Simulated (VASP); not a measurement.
Computed with PBE GGA, VASP's PBE PAW potentials (set 64) (plane waves; VASP 6.6.1).

Input for VASP

**INCAR**
```
! general
SYSTEM =CdF2
PREC   =Accurate
ENCUT  =520
LREAL  =.FALSE.
LASPH  =.TRUE.

! electronic loop
EDIFF  =1E-6
NELM   =100
ALGO   =Normal
LMAXMIX=4

! smearing
ISMEAR =0
SIGMA  =0.05

! functional
GGA    =PE

! ions
ISIF   =2

! output
LWAVE  =.FALSE.
LCHARG =.FALSE.
```

File POSCAR:
```
CdF2
1
    0.0000000000     2.6950000000     2.6950000000
    2.6950000000     0.0000000000     2.6950000000
    2.6950000000     2.6950000000     0.0000000000
Cd F
1 2
Direct
  0.0000000000   0.0000000000   0.0000000000
  0.2500000000   0.2500000000   0.2500000000
  0.7500000000   0.7500000000   0.7500000000
```

KPOINTS:
```
Automatic mesh
0
Gamma
8 8 8
0 0 0
```

POTCAR, in this order: Cd F (PBE.64 set). Program: vasp_std.

Output of the run:

**OSZICAR**
```
       N       E                     dE             d eps       ncg     rms          rms(c)
DAV:   1     0.208635037318E+03    0.20864E+03   -0.15851E+04   994   0.156E+03
DAV:   2    -0.384302647564E+01   -0.21248E+03   -0.20499E+03  1138   0.390E+02
DAV:   3    -0.125273340695E+02   -0.86843E+01   -0.86653E+01  1074   0.891E+01
DAV:   4    -0.125693358171E+02   -0.42002E-01   -0.41996E-01  1139   0.614E+00
DAV:   5    -0.125694870717E+02   -0.15125E-03   -0.15124E-03  1062   0.326E-01    0.105E+01
DAV:   6    -0.108352379913E+02    0.17342E+01   -0.52319E+00  1290   0.439E+01    0.763E+00
DAV:   7    -0.108756111998E+02   -0.40373E-01   -0.84844E-01   991   0.980E+00    0.441E+00
DAV:   8    -0.108688960595E+02    0.67151E-02   -0.14925E-01  1055   0.401E+00    0.710E-01
DAV:   9    -0.108604346777E+02    0.84614E-02   -0.39037E-02  1248   0.254E+00    0.888E-02
DAV:  10    -0.108610102091E+02   -0.57553E-03   -0.30723E-03   998   0.683E-01    0.114E-01
DAV:  11    -0.108610893078E+02   -0.79099E-04   -0.12071E-04  1100   0.140E-01    0.400E-02
DAV:  12    -0.108611179940E+02   -0.28686E-04   -0.55995E-05   996   0.706E-02    0.172E-02
DAV:  13    -0.108611197029E+02   -0.17089E-05   -0.45987E-06  1089   0.189E-02    0.415E-03
DAV:  14    -0.108611196527E+02    0.50199E-07   -0.67211E-07   754   0.125E-02
   1 F= -.10861120E+02 E0= -.10861120E+02  d E =-.451855E-16
```

OUTCAR:
```
------------------------ aborting loop because EDIFF is reached ----------------------------------------
  FORCE on cell =-STRESS in cart. coord.  units (eV):
  Direction    XX          YY          ZZ          XY          YZ          ZX
  --------------------------------------------------------------------------------------
  Total        1.4825739      1.4825739      1.4825739      0.0000000      0.0000000      0.0000000
  in kB       60.6765138     60.6765138     60.6765138      0.0000000      0.0000000      0.0000000
  external PRESSURE =      60.6765138 kB  Pullay stress =       0.0000000 kB
  volume of cell :       39.15
      direct lattice vectors                 reciprocal lattice vectors
     0.000000000  2.695000000  2.695000000    -0.185528757  0.185528757  0.185528757
     2.695000000  0.000000000  2.695000000     0.185528757 -0.185528757  0.185528757
     2.695000000  2.695000000  0.000000000     0.185528757  0.185528757 -0.185528757
 POSITION                                       TOTAL-FORCE (eV/Angst)
 -----------------------------------------------------------------------------------
      0.00000      0.00000      0.00000         0.000000     -0.000000      0.000000
      1.34750      1.34750      1.34750         0.000000     -0.000000     -0.000000
      4.04250      4.04250      4.04250        -0.000000      0.000000      0.000000
 -----------------------------------------------------------------------------------
    total drift:                                0.000000      0.000000      0.000000
  FREE ENERGIE OF THE ION-ELECTRON SYSTEM (eV)
  ---------------------------------------------------
  free  energy   TOTEN  =       -10.8611196527 eV

  energy  without entropy=      -10.8611196527  energy(sigma->0) =      -10.86111965
```
(Selected blocks of OUTCAR.)

The compound is CdF2 in the fluorite structure. The cell was not relaxed at this level.
